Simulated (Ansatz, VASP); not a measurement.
# PtWS3 in VASP and in Ansatz

```
Pt W S
1.0
     4.44473    0.00000    0.00000
     0.00000    4.44473    0.00000
     0.00000    0.00000    4.44473
Pt W S
1 1 3
Cartesian
  0.0000 0.0000 0.0000
  2.2224 2.2224 2.2224
  0.0000 2.2224 2.2224
  2.2224 0.0000 2.2224
  2.2224 2.2224 0.0000
```

Change from the starting cell: species swapped into the RbPdCl3 type (Pm-3m, No. 221).

Alike in both runs: task relaxation of cell and atoms; functional PBE; k mesh 4 × 4 × 4; occupations gaussian, width 0.1 eV; no spin polarisation.

|  | VASP | Ansatz |
| --- | --- | --- |
| version | VASP 6.6.1 | Ansatz 0.2.0 |
| potentials or method | VASP PAW PBE potentials, release 64 (Pt, W_sv, S) | scalar-relativistic, plane waves, PAW |
| plane-wave cutoff (eV) | 600 | 420 |
| valence electrons in the cell | 42 | 50 |

|  | VASP | Ansatz | Ansatz less VASP |
| --- | --- | --- | --- |
| gap on the k mesh at the Fermi level, each at its own relaxed structure (eV) | none | none | - |
| relaxed volume (Å³/atom) | 20.05 | 20.10 | +0.051 |
| relaxed cell length with the largest relative difference (Å) | 4.646 | 4.650 | +0.0039 |
| energy change over the relaxation (meV/atom) | -133 | -134 | -0.5 |

A gap of «none» marks a metal or a gap that the smearing closes. The two sets of potentials don't hold the same shells in valence.

Caveats: the bands computed are all filled at some k points, so no gap is given. The runs have no spin-orbit coupling, so splittings on Pt, W are missing.
